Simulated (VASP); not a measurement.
# CaMg6Cr: equation of state with PBE

CaMg6Cr:

```
CELL_PARAMETERS angstrom
5.17237 0.00000 0.00000
0.00000 3.26321 5.64383
0.00000 -3.26321 5.64383
ATOMIC_POSITIONS crystal
Cr 0.50000 0.66291 0.66291
Ca 0.00000 0.82965 0.82965
Mg 0.50000 0.16634 0.16634
Mg 0.50000 0.66347 0.17524
Mg 0.50000 0.17524 0.66347
Mg 0.00000 0.33559 0.33559
Mg 0.00000 0.82539 0.34142
Mg 0.00000 0.34142 0.82539
```

The cell comes from a database or a generator and needn't be the stable form of this composition.

- Program: VASP 6.6.1
- Task: equation of state
- Functional: PBE
- Potentials or basis: VASP PAW PBE potentials, release 64 (Cr_pv, Ca_sv, Mg)
- Cutoff: 520 eV
- k mesh: 5 × 5 × 5
- Occupations: fermi-dirac, width 0.05 eV
- Spin: collinear spin, ferromagnetic start
- Starting moments: [3.0, 0.0, 0.0, 0.0, 0.0, 0.0, 0.0, 0.0] μB
- Further INCAR settings: ALGO = Normal; EDIFF = 1e-07; NBANDS = 31

| Item | Value |
| --- | --- |
| Equilibrium volume | 23.87 Å³/atom |
| Bulk modulus at fixed shape and positions | 34 GPa |
| Pressure derivative of the bulk modulus | 3.9 |

Energy against volume, from the lowest point:
```tsv
volume (Å³/atom)	energy (meV/atom)
22.386	10.97
22.862	4.87
23.339	1.30
23.815	0.00
24.291	0.78
24.767	3.43
25.244	7.79
```

All runs of the series together: 29 min on 1 thread of Intel(R) Xeon(R) 6975P-C (Granite Rapids), with other jobs on the host.

Caveat: the cell was scaled at fixed shape and fractional positions, which overstates the stiffness of a crystal with free parameters, most of all of layers and chains.
